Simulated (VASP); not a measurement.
OSZICAR of a VASP run on FeSi2 (space group P4/mmm):

### OSZICAR
```
       N       E                     dE             d eps       ncg     rms          rms(c)
DAV:   1     0.463592367932E+02    0.46359E+02   -0.62659E+03  2048   0.112E+03
DAV:   2    -0.326451282109E+02   -0.79004E+02   -0.71855E+02  2028   0.234E+02
DAV:   3    -0.362621511517E+02   -0.36170E+01   -0.34899E+01  2676   0.569E+01
DAV:   4    -0.363611819739E+02   -0.99031E-01   -0.98467E-01  2476   0.875E+00
DAV:   5    -0.363643535315E+02   -0.31716E-02   -0.31706E-02  2720   0.155E+00    0.193E+01
DAV:   6    -0.376076821590E+02   -0.12433E+01   -0.37164E+01  2740   0.136E+02    0.207E+01
DAV:   7    -0.325429516889E+02    0.50647E+01   -0.21143E+01  2892   0.109E+02    0.557E+00
DAV:   8    -0.325754782579E+02   -0.32527E-01   -0.82523E-01  2276   0.723E+00    0.312E+00
DAV:   9    -0.325622981891E+02    0.13180E-01   -0.30738E-01  2592   0.126E+01    0.116E+00
DAV:  10    -0.325532743023E+02    0.90239E-02   -0.30875E-02  2772   0.338E+00    0.291E-01
DAV:  11    -0.325578753535E+02   -0.46011E-02   -0.61689E-03  2364   0.156E+00    0.255E-01
DAV:  12    -0.325582228844E+02   -0.34753E-03   -0.34269E-03  2560   0.127E+00    0.581E-02
DAV:  13    -0.325585995006E+02   -0.37662E-03   -0.28094E-04  2308   0.248E-01    0.224E-02
DAV:  14    -0.325586172565E+02   -0.17756E-04   -0.97108E-05  2272   0.129E-01    0.157E-02
DAV:  15    -0.325586578377E+02   -0.40581E-04   -0.20661E-05  2552   0.771E-02    0.495E-03
DAV:  16    -0.325586591202E+02   -0.12826E-05   -0.22726E-06  1908   0.323E-02    0.316E-03
DAV:  17    -0.325586598037E+02   -0.68351E-06   -0.57822E-07  1140   0.170E-02
   1 F= -.32558660E+02 E0= -.32558256E+02  d E =-.325587E+02
       N       E                     dE             d eps       ncg     rms          rms(c)
DAV:   1    -0.325599154715E+02   -0.12564E-02   -0.30223E-02  2328   0.247E+00    0.246E-01
DAV:   2    -0.325604768885E+02   -0.56142E-03   -0.87711E-03  3012   0.218E+00    0.279E-01
DAV:   3    -0.325593782370E+02    0.10987E-02   -0.35842E-03  2980   0.146E+00    0.776E-02
DAV:   4    -0.325593491266E+02    0.29110E-04   -0.18225E-04  2580   0.181E-01    0.218E-02
DAV:   5    -0.325593446615E+02    0.44651E-05   -0.17791E-05  2988   0.707E-02    0.876E-03
DAV:   6    -0.325593462260E+02   -0.15645E-05   -0.86752E-06  2420   0.503E-02    0.425E-03
DAV:   7    -0.325593475392E+02   -0.13132E-05   -0.22489E-06  1660   0.228E-02    0.186E-03
DAV:   8    -0.325593479114E+02   -0.37223E-06   -0.32193E-07  1088   0.870E-03
   2 F= -.32559348E+02 E0= -.32558995E+02  d E =-.688108E-03
       N       E                     dE             d eps       ncg     rms          rms(c)
DAV:   1    -0.325593802065E+02   -0.32667E-04   -0.64307E-04  2324   0.362E-01    0.358E-02
DAV:   2    -0.325593914055E+02   -0.11199E-04   -0.18176E-04  2980   0.314E-01    0.400E-02
DAV:   3    -0.325593687706E+02    0.22635E-04   -0.74135E-05  2960   0.212E-01    0.114E-02
DAV:   4    -0.325593680587E+02    0.71191E-06   -0.38628E-06  2200   0.267E-02
   3 F= -.32559368E+02 E0= -.32559007E+02  d E =-.708255E-03
       N       E                     dE             d eps       ncg     rms          rms(c)
DAV:   1    -0.325595307445E+02   -0.16197E-03   -0.37364E-03  2416   0.756E-01    0.938E-02
DAV:   2    -0.325597023250E+02   -0.17158E-03   -0.19237E-03  2936   0.108E+00    0.155E-01
DAV:   3    -0.325593937536E+02    0.30857E-03   -0.96664E-04  2904   0.768E-01    0.237E-02
DAV:   4    -0.325593886157E+02    0.51379E-05   -0.31105E-05  2512   0.620E-02    0.855E-03
DAV:   5    -0.325593879313E+02    0.68438E-06   -0.47321E-06  2340   0.310E-02
   4 F= -.32559388E+02 E0= -.32559047E+02  d E =-.198726E-04
```

Which electronic solver shows in the log?

It is blocked Davidson (ALGO = Normal, or the opening steps of other solvers). The INCAR had ALGO = Normal.

How was spin treated?

Without spin polarisation: there is no mag entry.

Can the final energy be trusted as converged?

The run converged. It stopped with EDIFF = 1E-6, NELM = 100, NSW = 60 and EDIFFG = -0.02 after 4 ionic steps (r2SCAN meta-GGA, plane waves, VASP's PBE PAW potentials (set 64)).

The structure comes from a computed database's FeSi2 entry (P4/mmm); how it stands against other phases isn't given here. This run relaxes it. Symmetry was kept, so distortions that lower it aren't found. The start is the result of an earlier pass. The run is not spin-polarised, so no magnetic state was tried.
